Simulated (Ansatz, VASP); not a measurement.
# YC3: VASP beside Ansatz

Aim: how closely do two programs agree when they are given the same cell, functional and k mesh? The cell is generated by rule, not measured, and may not be a known phase. The cell is taken from a series of runs on this material, whose earlier steps may have relaxed, scaled, displaced or heated it; both programs get it as it stands.

Program: Ansatz 0.2.0. Level of theory: plane waves, with VASP 6.6.1 beside it; PBEsol. Results are calculated unless marked as measured.

The structure was built from a prototype and need not be the compound's stable phase.

## 1. Set-up

Symmetry: Cmcm, No. 63, orthorhombic system. The conventional cell has a = 5.015 Å, b = 5.232 Å, c = 6.610 Å, α = 90.00°, β = 90.00°, γ = 90.00°. Nearest to Y lie 12 C at 2.51 to 2.77 Å. Nearest to C lie 3 C at 1.37 to 1.86 Å and 4 Y at 2.51 to 2.77 Å. Nearest to C lie 4 C at 1.86 Å and 4 Y at 2.51 to 2.62 Å. Farther neighbours are not listed.

## 2. Ansatz: zone-centre phonons, PBEsol

Ansatz runs on its default PAW (the set named soft_2) files.

Second derivatives magnify differences that forces hide, and they need a tight electronic threshold.

input.yaml reads:

```yaml
crystal:
  lattice:
    - [2.5074750971, -2.6162481182, 0.0]
    - [2.5074750971, 2.6162481182, 0.0]
    - [0.0, 0.0, 6.6096119364]
  atoms:
    - { symbol: "Y", position: [0.0, 0.0, 0.0] }
    - { symbol: "Y", position: [0.0, 0.0, 0.5] }
    - { symbol: C, position: [0.732287243, 0.5415097355, 0.25] }
    - { symbol: C, position: [0.267712757, 0.4584902645, 0.75] }
    - { symbol: C, position: [0.4584902645, 0.267712757, 0.25] }
    - { symbol: C, position: [0.5415097355, 0.732287243, 0.75] }
    - { symbol: C, position: [0.5, 0.5, 0.0] }
    - { symbol: C, position: [0.5, 0.5, 0.5] }
kpoints:
  mp_grid: { grid: [8, 8, 6] }
hamiltonian:
  xc: pbesol
scf:
  occupations: { method: methfessel_paxton, width: 0.15 }
output:
  eigenvalues: true
phonons:
  method: dfpt
```

Launch:

```bash
$ ansatz run input.yaml --threads 8 --pin off --max-ram 14336MiB --backend cpu --events-out ev --progress --plain --runs-dir out
```

Numbers of over 12 decimals in the logs are rounded to 6 here.

The program printed:

```text
Engine: ansatz 0.2.0, x86_64-unknown-linux-gnu
Pseudopotentials: kind: paw
Pseudopotential: Y, paw, valence charge 11, recommended cutoff 420 eV (normal), Y.paw.azcp
Pseudopotential: C, paw, valence charge 4, recommended cutoff 420 eV (normal), C.paw.azcp
Functional definition: PBEsol
  exchange = pbesol_x
  correlation = pbesol_c
Crystal: 8 atoms, lattice volume = 86.720 Å³
Basis set: ecut = 420 eV, 1691 PW (Γ), exchange–correlation on 50×50×96 points (8 copies of the dense FFT grid, shifted against one another)
Bands: 31, of which v1, the nominal top of the filled ones, is band 23 counted from 1 (22 counted from 0)
Symmetry: 8 space group operations
k-points: 196 of 384 (irreducible under 1 space group operation, time reversal used)
Non-local potential: Y, projectors of the file, l = 0: 3, l = 1: 2, l = 2: 2, l = 3: 1
Non-local potential: C, projectors of the file, l = 0: 2, l = 1: 2, l = 2: 1
PAW form: soft (Blöchl's): semilocal exchange-correlation on the pseudo side does not see the compensation charge
PAW frozen core: Y, regenerated for the run's functional, and the local potential with it (the file was generated under x = pbe(κ = 0.804, μ = 0.219515), c = pbe(β = 0.066725))
PAW frozen core: C, regenerated for the run's functional, and the local potential with it (the file was generated under x = pbe(κ = 0.804, μ = 0.219515), c = pbe(β = 0.066725))
PAW one-centre angular grid: Y, 590 points (default); XC on 64 Gauss nodes
PAW one-centre angular grid: C, 110 points (default); XC on 64 Gauss nodes
Initial density: superposition of atomic densities (neutral atoms: chi_scale 0, normalization atom), corrected by the library's trained network
Initial wavefunctions: pseudopotential atomic-orbital guess
Functional: x = pbesol(κ = 0.804, μ = 0.123457), c = pbesol(β = 0.046)
SCF iter   1: F=—  HF=-9062.744027 eV  |F-HF|=—  |Δ(HF+E_count)|=         —  Δρ=1.47e-2  dr2=2.68e-1  ethr=1.77e-3  ⟨swp⟩=4.6  Hψ=24947  notcnv=0
preconditioner: auto → Kerker (q_TF=auto, 2.455 Å⁻¹)  [metal: Δε(μ)=0.015 eV  Ē_g=14.138 eV  σ=0.150 eV  W_gap=0.09  n_scr=18 (ndim 8)  ℏωp=25.8 eV  f_vac=0.000  D(μ)=1.97/eV (n_scr^D=16)]
SCF iter   2: F=—  HF=-9062.686744 eV  |F-HF|=—  |Δ(HF+E_count)|=   5.73e-2  S|Δr|=    0.00e0  Δρ=6.23e-3  dr2=4.31e-2  ethr=5.84e-4  ⟨swp⟩=1.1  Hψ=7657  notcnv=0  defer=1
SCF iter   3: F=—  HF=-9062.676333 eV  |F-HF|=—  |Δ(HF+E_count)|=   1.04e-2  S|Δr|=    0.00e0  Δρ=1.67e-3  dr2=2.33e-3  ethr=9.37e-5  ⟨swp⟩=2.0  Hψ=7675  notcnv=0  defer=1
SCF iter   4: F=—  HF=-9062.676044 eV  |F-HF|=—  |Δ(HF+E_count)|=   2.89e-4  S|Δr|=    0.00e0  Δρ=5.06e-4  dr2=1.71e-4  ethr=5.07e-6  ⟨swp⟩=2.0  Hψ=8033  notcnv=0  defer=1
SCF iter   5: F=—  HF=-9062.676040 eV  |F-HF|=—  |Δ(HF+E_count)|=   4.13e-6  S|Δr|=    0.00e0  Δρ=8.40e-5  dr2=4.33e-6  ethr=3.73e-7  ⟨swp⟩=2.7  Hψ=9583  notcnv=0  defer=1
SCF iter   6: F=—  HF=-9062.676042 eV  |F-HF|=—  |Δ(HF+E_count)|=   1.78e-6  S|Δr|=    0.00e0  Δρ=1.12e-5  dr2=1.36e-7  ethr=9.41e-9  ⟨swp⟩=2.7  Hψ=9148  notcnv=0  defer=58
SCF iter   7: F=—  HF=-9062.676042 eV  |F-HF|=—  |Δ(HF+E_count)|=   4.62e-9  S|Δr|=    0.00e0  Δρ=2.57e-6  dr2=6.26e-9  ethr=2.96e-10  ⟨swp⟩=2.5  Hψ=9622  notcnv=0  defer=58
SCF iter   8: F=—  HF=-9062.676042 eV  |F-HF|=—  |Δ(HF+E_count)|=  2.73e-10  S|Δr|=    0.00e0  Δρ=4.69e-7  dr2=2.44e-10  ethr=1.36e-11  ⟨swp⟩=2.1  Hψ=8115  notcnv=0  defer=58
SCF iter   9: F=—  HF=-9062.676042 eV  |F-HF|=—  |Δ(HF+E_count)|=  5.46e-12  S|Δr|=    0.00e0  Δρ=1.09e-7  dr2=1.12e-11  ethr=1.00e-12  ⟨swp⟩=2.5  Hψ=8800  notcnv=0  defer=58
SCF iter  10: F=-9062.676042 eV  HF=-9062.676042 eV  |F-HF|=5.46e-12  |Δ(HF+E_count)|=  5.46e-12  S|Δr|=    0.00e0  Δρ=2.26e-8  dr2=5.80e-13  ethr=1.00e-12  ⟨swp⟩=10.6  Hψ=28284  notcnv=0
SCF 1 converged in 10 iterations: F = -9062.676042 eV  dr2 = 5.80e-13
  greatest PAW one-centre occupation: 0.993 electrons in one spin orbital (limit 2), on the Y atom at site 1 (counted from 0), in its partial waves of l = 0
DFPT response loops at Γ: preconditioner auto → Kerker (q_TF=auto, 2.455 Å⁻¹) (partly filled bands, converged f_vac=0.000); β = 1.00, the filter's whole step (`scf.mixing.beta` (0.50) is not read by the response loops under this deck's `scf.mixing.preconditioner`; to damp them name `kerker` or `kerker_dos`, under which they read `scf.mixing.beta`, and type it under 1.00, their step now; both keys bind the ground state too); Broyden in place of MSR1
SCF converged after 10 iterations
Stability not checked: this state was not tested for a lower state beside it, because cold or Methfessel-Paxton smearing, or corrected tetrahedra, fill the levels in a way that the test cannot read (fill_not_monotonic; see scf.lower_state_search)
Free energy (F): -9062.676042 eV
Harris-Foulkes:  -9062.676042 eV  (|F-HF|=5.46e-12)
Internal energy: -9062.674637 eV  (E = F + TS)
E sigma→0 (E₀):  -9062.675690 eV
Entropy (-TS):   -0.001404 eV (-0.176 meV/atom)
Fermi energy:    12.052239 eV
Step filling:    the computed levels leave a gap of 0.0000 eV = 0.0 smearing widths at the electron count; against every level under it full and every level over it empty, smearing changes F+E_penalty+E_count by -1.384 meV and its σ→0 estimate by -1.033 meV
--- Per-component energies (eV) ---
  E_band       = -71.262897
  E_kinetic    = 1130.490903
  E_local      = -1351.249068  (includes V_loc(G=0)·N_el)
  E_nonlocal   = 267.372551
  E_hartree    = 389.596548
  E_xc         = -630.623869
  E_vxc        = -753.691252  (∫ρ·V_xc dr)
  E_paw        = -6113.898955  (= ΣΔE_a)
  E_vpaw       = -143.379162  (= ΣTr[D̂ρ^β])
  E_aug_tail   = 0.000036  (compensation charges beyond the density's cutoff)
  E_ewald      = -2754.786933
  E_core_change = 0.424149  (= ΣΔE_core)
  E_smearing   = -0.001404  (= −TS)
  E_closure    = -0.000000  (closes the sum)
  Σ components = -9062.676042   (vs F -9062.676042, Δ=0.00e0)
--- Band table (eV; the first three rows and the last of 196) ---
  k-point 0: bands = [... 19 lower, 9.3894, 9.7399, 11.1055, 11.2931, 11.5230, 12.7866, 14.6788, 14.7831, ... 4 higher]
  k-point 1: bands = [... 19 lower, 9.3709, 9.9691, 10.4340, 11.7180, 12.0194, 12.2570, 13.6558, 14.5032, ... 4 higher]
  k-point 2: bands = [... 19 lower, 9.4912, 9.8395, 10.4970, 11.1945, 12.0294, 12.2334, 13.5868, 13.7918, ... 4 higher]
  k-point 195: bands = [... 19 lower, 9.3226, 9.8309, 9.8309, 12.6937, 12.6937, 16.0875, 16.0875, 16.6343, ... 4 higher]
--- Phonons (Γ-DFPT): 9 representative perturbations + reference, on 196 of 384 k-points (Σ response iterations 27) ---
  k mesh reduced under 1 symmetry operation, with k and −k counted as one. Each operation leaves every solved perturbation unchanged. A smaller set is not used because it would not reduce the number of displacements times k-points to solve
  ASR residual: 1.025e-5 → 0.000e0 eV/Å²; symmetrization residual: 3.173e-6 eV/Å²
  ASR residual per site (eV/Å²): 7.21e-6 7.21e-6 1.02e-5 1.02e-5 1.02e-5 1.02e-5 4.11e-6 4.11e-6
  Γ frequencies (cm⁻¹): -713.93 -703.16 -458.86 -394.44 -166.69 0.00 0.00 0.00 90.17 167.73 169.16 197.26 258.69 271.18 291.18 304.93 332.35 362.17 378.87 390.21 390.91 406.55 1326.85 1339.71
  non-analytic LO–TO correction: not included (Born effective charges unavailable; polar crystals: no LO–TO splitting at Γ)
```

Reading the cycles: dr2 is the Hartree energy of the density residual (eV), the measure of convergence; HF is the Harris–Foulkes estimate of the energy, which meets the free energy F at convergence.

[end of part 1 of 3]

[Lines on the potential files, build, host, timing and source positions are cut from VASP's logs without a mark.]

[Logs are printed without paths, hosts, clocks, repeated set-up lines and the standing remarks that a program may print on its own settings, such as how far it seeks lower states.]

[Hosts, paths, dates, database ids (printed as entryN), source tags and the programs' standing remarks are cut or masked in the printed files.]
